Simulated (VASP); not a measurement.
RbMg3 under changes of volume

One of the cells (35.357 Å³/atom); the others are scaled copies at fixed shape and fractional positions:

```
Rb Mg
1.0
     3.35455    0.00000    0.00000
     0.00000    5.25439    0.00000
     0.00000    0.00000    8.02384
Rb Mg
1 3
Direct
  0.00000 0.00000 0.13338
  0.00000 0.50000 0.77369
  0.50000 0.50000 0.43987
  0.50000 0.00000 0.65306
```

The cell comes from a database or a generator and needn't be the stable form of this composition.

* Program: VASP 6.6.1
* Functional: PBE
* Potentials or basis: VASP PAW PBE potentials, release 64 (Rb_sv, Mg)
* Cutoff: 520 eV
* k mesh: 8 × 5 × 4
* Occupations: fermi-dirac, width 0.05 eV
* Spin: no spin polarisation

```tsv
volume (Å³/atom)	energy over the lowest point (meV/atom)	pressure (GPa)	largest force (eV/Å)
32.584	5.89	1.1	0.016
33.277	2.06	0.7	0.048
33.971	0.00	0.3	0.085
35.357	?	?	?
36.051	2.72	-0.7	0.176
36.744	6.13	-0.9	0.201
```

Problem. What does the run at 35.357 Å³/atom give?

Solution. Energy over the lowest point 0.48 meV/atom; pressure -0.4 GPa; largest force 0.149 eV/Å.

Worked out: A Birch-Murnaghan fit of order 3 (a polynomial in V^(-2/3)) to the other rows has its minimum at 34.54 Å³/atom with B0 = V·E''(V) = 16.8 GPa and B' = 4.2 at fixed shape and positions, which overstates the stiffness. It gives 0.47 meV/atom at 35.357 Å³/atom, against the run's 0.48, and -dE/dV = -0.4 GPa, against -0.4.

Energies are extrapolated to zero smearing.
